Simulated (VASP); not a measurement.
Consider the following.

```yaml
crystal:
  lattice:
    - [-1.39691, 1.39691, 1.39691]
    - [1.39691, -1.39691, 1.39691]
    - [1.39691, 1.39691, -1.39691]
  atoms:
    - { symbol: Ni, position: [0.00000, 0.00000, 0.00000], spin: 2.0 }
```

Method: PBEsol GGA, VASP's PBE PAW potentials (set 64) (plane waves; VASP 6.6.1). Run with 300 eV cut-off, 11×11×11 Γ-centred mesh, Fermi-Dirac smearing of 0.10 eV, potentials Ni.

At this cut-off the stress carries a Pulay error, which pulls relaxed volumes low.

Q: Predict the cell moment, energy per atom (σ→0), pressure, band gap (on the k-mesh) with the smallest direct gap where there is one.

A: 
| Item | Value |
|---|---|
| band gap (on the k-mesh) | none (metal, semimetal or under 0.01 eV) |
| cell moment | 0.57 μB |
| energy per atom (σ→0) | -6.032 eV/atom |
| pressure | -8.12 GPa |

Q: Give the moment on each site (PAW-sphere projection).

A: 
```
site  moment (μB)
----  -----------
Ni1          0.58
```

The structure was generated: Ni was put into an ordered model structure, which need not be its known phase. The cell was not relaxed at this level.
